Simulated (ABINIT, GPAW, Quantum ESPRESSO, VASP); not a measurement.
**One structure in several programs: FeAs₂ (P1, 6 atoms in the cell)**

Self-consistent single point.

```
FeAs2
1.0
    5.24610     0.00000     0.00000
    0.00000     5.96022     0.00000
    0.00000     0.00000     2.87388
Fe As
2 4
Direct
  0.00479   0.99521   0.00285
  0.48401   0.49974   0.49724
  0.18626   0.36282   0.98356
  0.82684   0.63988   0.00411
  0.67441   0.14630   0.49333
  0.32370   0.85606   0.51892
```

All programs got the same cell, k-point mesh and kind of occupations (in Quantum ESPRESSO's words: occupations = smearing; smearing = fermi-dirac; degauss = 0.000734986 Ry; K_POINTS = automatic 3 3 5 0 0 0); potentials, basis and cutoffs are each program's usual ones.

```
code                                                                      model  pressure (GPa)  largest force (eV/Å)  gap on the mesh (eV)  cutoff
----------------  -------------------------------------------------------------  --------------  --------------------  --------------------  ------
Quantum ESPRESSO           LDA (PZ), PSlibrary ultrasoft (LDA) pseudopotentials           -4.95                 1.776                 0.375   55 Ry
ABINIT                                       LDA (PW92), PAW (JTH v2.0 LDA PAW)           -6.43                 1.688                 0.347   30 Ha
VASP                               LDA (PZ), VASP's LDA PAW potentials (set 64)           -5.44                 1.716                 0.331  300 eV
GPAW              LDA (Perdew-Wang 92), GPAW PAW datasets LDA (gpaw-data 1.0.1)           -5.55                 1.732                 0.337  850 eV
```

Size of the force on each atom (eV/Å): Sizes of forces hide their directions.

```csv
code,Fe1,Fe2,As3,As4,As5,As6
Quantum ESPRESSO,0.829,1.776,1.186,0.542,0.903,0.681
ABINIT,0.784,1.688,1.091,0.538,0.881,0.667
VASP,0.798,1.716,1.132,0.541,0.871,0.652
GPAW,0.805,1.732,1.154,0.519,0.873,0.656
```

Gaps are read on the mesh. Another mesh or the band path gives a smaller gap, so these values are not converged in the mesh.

The spread over the programs that give each value: pressure within 1.48 GPa; largest force within 0.088 eV/Å; gap on the mesh within 0.044 eV.

The starting cell comes from a database of computed structures (which also holds hypothetical and non-ambient phases and stackings), without a prior relaxation at this level. Its atoms were displaced at random from the sites of space group no. 58. On Quantum ESPRESSO's run: In the base run, with a pressure of about -5 GPa the cell is away from its equilibrium volume at this level. In the base run, forces exceed 1 eV/Å.

Q: Why do the programs differ, and what cannot be compared?

A: Differences of this kind can come from the potentials, where these differ, and from what each basis and cutoff leave unconverged. The valence holds different numbers of electrons (Quantum ESPRESSO 36, ABINIT 92, VASP 36, GPAW 36). The zero of total energies and Fermi levels follows the potentials and each program's conventions, so they are not compared here. The same LDA comes in different parametrisations, which differ slightly.

VASP's run is marked for a possible Pulay error in its stress at this cutoff; no cutoff test was made.

Left out of this page: Ansatz, CP2K, Elk, FLEUR and SIESTA (not drawn, or without a comparable value).
